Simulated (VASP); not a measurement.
Output of a VASP run:

OSZICAR:
```
       N       E                     dE             d eps       ncg     rms          rms(c)
DAV:   1     0.160023966436E+03    0.16002E+03   -0.96337E+03   560   0.146E+03
DAV:   2     0.427073152289E+01   -0.15575E+03   -0.15171E+03   584   0.356E+02
DAV:   3    -0.825401510516E+01   -0.12525E+02   -0.12376E+02   758   0.105E+02
DAV:   4    -0.852957226719E+01   -0.27556E+00   -0.27547E+00   578   0.185E+01
DAV:   5    -0.854113918893E+01   -0.11567E-01   -0.11567E-01   840   0.372E+00    0.286E+00
DAV:   6    -0.823252225950E+01    0.30862E+00   -0.82729E-01   824   0.889E+00    0.164E+00
DAV:   7    -0.822686418050E+01    0.56581E-02   -0.13074E-01   630   0.245E+00    0.883E-01
DAV:   8    -0.822939882113E+01   -0.25346E-02   -0.12162E-02   626   0.139E+00    0.132E-01
DAV:   9    -0.822906183975E+01    0.33698E-03   -0.22474E-03   898   0.532E-01    0.555E-02
DAV:  10    -0.822911894412E+01   -0.57104E-04   -0.16920E-04   578   0.863E-02    0.193E-02
DAV:  11    -0.822911951463E+01   -0.57051E-06   -0.45953E-05   768   0.785E-02    0.283E-03
DAV:  12    -0.822911986306E+01   -0.34844E-06   -0.31000E-06   722   0.168E-02    0.191E-03
DAV:  13    -0.822911977013E+01    0.92929E-07   -0.12248E-07   442   0.405E-03
   1 F= -.82291198E+01 E0= -.82291198E+01  d E =-.176751E-17
```

OUTCAR:
```
------------------------ aborting loop because EDIFF is reached ----------------------------------------
  FORCE on cell =-STRESS in cart. coord.  units (eV):
  Direction    XX          YY          ZZ          XY          YZ          ZX
  --------------------------------------------------------------------------------------
  Total        1.1851511      1.1851511      1.1851511      0.0000000      0.0000000      0.0000000
  in kB       33.6898590     33.6898590     33.6898590      0.0000000      0.0000000      0.0000000
  external PRESSURE =      33.6898590 kB  Pullay stress =       0.0000000 kB
  volume of cell :       56.36
      direct lattice vectors                 reciprocal lattice vectors
     0.000000000  3.043115061  3.043115061    -0.164305322  0.164305322  0.164305322
     3.043115061  0.000000000  3.043115061     0.164305322 -0.164305322  0.164305322
     3.043115061  3.043115061  0.000000000     0.164305322  0.164305322 -0.164305322
  FREE ENERGIE OF THE ION-ELECTRON SYSTEM (eV)
  ---------------------------------------------------
  free  energy   TOTEN  =        -8.2291197701 eV

  energy  without entropy=       -8.2291197701  energy(sigma->0) =       -8.22911977
```
(Selected blocks of OUTCAR.)

**POSCAR**
```
PbSe
1
    0.0000000000     3.0431150611     3.0431150611
    3.0431150611     0.0000000000     3.0431150611
    3.0431150611     3.0431150611     0.0000000000
Pb Se
1 1
Direct
  0.0000000000   0.0000000000   0.0000000000
  0.5000000000   0.5000000000   0.5000000000
```

Q: Write an INCAR and KPOINTS that could have produced this output.

A: This is not unique; one that fits is the input of the run itself, PW91 GGA, plane waves, VASP's PBE PAW potentials (set 64).

**KPOINTS**
```
K-points
0
Gamma
 7 7 7
0 0 0
```

### INCAR
```
# general
SYSTEM   =  PbSe
PREC     =  Accurate
ENCUT    =  520
LREAL    =  .FALSE.
LASPH    =  .TRUE.

# electronic loop
EDIFF    =  1E-7
NELM     =  100
ALGO     =  Normal
LMAXMIX  =  4

# smearing
ISMEAR   =  0
SIGMA    =  0.05

# functional
GGA      =  91

# ions
ISIF     =  2

# output
LWAVE    =  .FALSE.
LCHARG   =  .FALSE.
```

POTCAR, in this order: Pb_d Se (PBE.64 set). Program: vasp_std.

The compound is PbSe in the rock salt structure. This cell is one point of a volume scan, at 0.94 of the reference volume.
